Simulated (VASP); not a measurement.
Output of a VASP run:

### OSZICAR
```
       N       E                     dE             d eps       ncg     rms          rms(c)
DAV:   1     0.169444628087E+03    0.16944E+03   -0.88234E+03  6634   0.176E+03
DAV:   2     0.500125897727E+01   -0.16444E+03   -0.15331E+03  6470   0.370E+02
DAV:   3    -0.806504610454E+01   -0.13066E+02   -0.12330E+02  7442   0.125E+02
DAV:   4    -0.834583311049E+01   -0.28079E+00   -0.28029E+00  7826   0.189E+01
DAV:   5    -0.835381018759E+01   -0.79771E-02   -0.79764E-02  8808   0.264E+00    0.128E+01
DAV:   6    -0.771165971817E+01    0.64215E+00   -0.66217E+00  8058   0.813E+01    0.604E+00
DAV:   7    -0.743811003732E+01    0.27355E+00   -0.25381E+00  7682   0.871E+01    0.639E+00
DAV:   8    -0.735368405933E+01    0.84426E-01   -0.30803E-01  9182   0.177E+01    0.315E+00
DAV:   9    -0.734647014337E+01    0.72139E-02   -0.33588E-02  9912   0.497E+00    0.488E-01
DAV:  10    -0.734572890263E+01    0.74124E-03   -0.50429E-03  9400   0.110E+00    0.943E-02
DAV:  11    -0.734570750167E+01    0.21401E-04   -0.37526E-04  9694   0.311E-01    0.587E-02
DAV:  12    -0.734570803835E+01   -0.53668E-06   -0.61404E-05  8274   0.109E-01    0.370E-02
DAV:  13    -0.734570520369E+01    0.28347E-05   -0.12119E-06  5600   0.434E-02    0.873E-03
DAV:  14    -0.734570481168E+01    0.39202E-06   -0.78941E-07  4534   0.155E-02
   1 F= -.73457048E+01 E0= -.73458098E+01  d E =0.314956E-03  mag=    -0.0000    -0.0000    -0.0000
```

### OUTCAR
```
------------------------ aborting loop because EDIFF is reached ----------------------------------------
  FORCE on cell =-STRESS in cart. coord.  units (eV):
  Direction    XX          YY          ZZ          XY          YZ          ZX
  --------------------------------------------------------------------------------------
  Total        1.1394852      1.1394852      0.8382212      0.0000000     -0.0000000      0.0000000
  in kB       63.4508059     63.4508059     46.6752970      0.0000000     -0.0000000      0.0000000
  external PRESSURE =      57.8589696 kB  Pullay stress =       0.0000000 kB
  volume of cell :       28.77
      direct lattice vectors                 reciprocal lattice vectors
     2.800000000  0.000000000  0.000000000     0.357142857  0.000000000  0.000000000
     0.000000000  2.800000000  0.000000000     0.000000000  0.357142857  0.000000000
     0.000000000  0.000000000  3.670000000     0.000000000  0.000000000  0.272479564
 POSITION                                       TOTAL-FORCE (eV/Angst)
 -----------------------------------------------------------------------------------
      0.00000      0.00000      0.00000         0.000000      0.000000      0.000000
      1.40000      1.40000      1.83500         0.000000      0.000000      0.000000
 -----------------------------------------------------------------------------------
    total drift:                                0.000000      0.000000      0.000000
  FREE ENERGIE OF THE ION-ELECTRON SYSTEM (eV)
  ---------------------------------------------------
  free  energy   TOTEN  =        -7.3457048117 eV

  energy  without entropy=       -7.3460197678  energy(sigma->0) =       -7.34580980

 Ion:    1  E_soc:     -0.0152790

 Ion:    2  E_soc:     -0.6129543
```
(Selected blocks of OUTCAR.)

**POSCAR**
```
CuAu
1
    2.8000000000     0.0000000000     0.0000000000
    0.0000000000     2.8000000000     0.0000000000
    0.0000000000     0.0000000000     3.6700000000
Cu Au
1 1
Direct
  0.0000000000   0.0000000000   0.0000000000
  0.5000000000   0.5000000000   0.5000000000
```

Question: Write an INCAR and KPOINTS that could have produced this output.

Answer: Several could match; the one computed here: the input of the run itself, PBE GGA with spin-orbit coupling, plane waves, VASP's PBE PAW potentials (set 64).

**KPOINTS**
```
Automatic mesh
0
Gamma
10 10 8
0 0 0
```

### INCAR
```
SYSTEM = CuAu
PREC = Accurate; ENCUT = 400; LREAL = .FALSE.
LASPH = .TRUE.
EDIFF = 1E-6; NELM = 100; ALGO = Normal
LMAXMIX = 6
ISMEAR = 1; SIGMA = 0.1
GGA = PE; GGA_COMPAT = .FALSE.
MAGMOM = 6*0; LSORBIT = .TRUE.
ISIF = 2
LWAVE = .FALSE.; LCHARG = .FALSE.
```

POTCAR, in this order: Cu Au (PBE.64 set). Program: vasp_ncl.

The compound is CuAu in the L1_0 structure. The cell was not relaxed at this level.
